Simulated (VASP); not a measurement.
An input for Ansatz (written as the equivalent of a VASP run, and not itself run):

Ansatz 0.2 input:
```yaml
crystal:
  lattice:
    - [2.0818040, -3.6589560, 0.0000000]
    - [2.0818040, 3.6589560, 0.0000000]
    - [0.0000000, 0.0000000, 6.9311230]
  atoms:
    - { symbol: Mg, position: [0.0000000, 0.0000000, 0.0000000] }
    - { symbol: I, position: [0.3333330, 0.6666670, 0.2420000] }
    - { symbol: I, position: [0.6783050, 0.3449710, 0.7580000] }
kpoints:
  mp_grid: { grid: [6, 6, 3] }
hamiltonian:
  xc: pbe
  pseudopotentials: { kind: paw }
scf:
  occupations: { method: gaussian, width: 0.05 }
  max_iter: 100
output: { forces: true, stress: true, eigenvalues: true }
```

Write the VASP files for the same calculation (PBE).

This is not unique; one that fits is 
File KPOINTS:
```
Automatic mesh
0
Gamma
6 6 3
0 0 0
```

INCAR:
```
ISIF = 2
PREC = Accurate
SYSTEM = MgI2
NELM = 100
LASPH = .TRUE.
EDIFF = 1E-6   ! SCF stop (eV)
LMAXMIX = 4   ! l cut-off of mixed one-centre charges
SIGMA = 0.05
ISMEAR = 0   ! Gaussian
ALGO = Normal   ! blocked Davidson
LWAVE = .FALSE.
ENCUT = 400   ! plane-wave cut-off (eV)
LREAL = .FALSE.
LCHARG = .FALSE.
GGA = PE
```

### POSCAR
```
MgI2
1
    2.0818040000    -3.6589560000     0.0000000000
    2.0818040000     3.6589560000     0.0000000000
    0.0000000000     0.0000000000     6.9311230000
Mg I
1 2
Direct
  0.0000000000   0.0000000000   0.0000000000
  0.3333330000   0.6666670000   0.2420000000
  0.6783050000   0.3449710000   0.7580000000
```

POTCAR, in this order: Mg I (PBE.64 set). Program: vasp_std.

Limits of the translation: each code has its own PAW files, so the cut-off isn't converted (ENCUT is set for VASP's; basis.ecutwfc is left out, and Ansatz then takes the one that its files recommend); Ansatz stops its SCF on the density residual and VASP on the energy change (EDIFF).

The compound is MgI2 in the 1T layered structure. The cell was not relaxed at this level, atoms are displaced from their ideal sites.
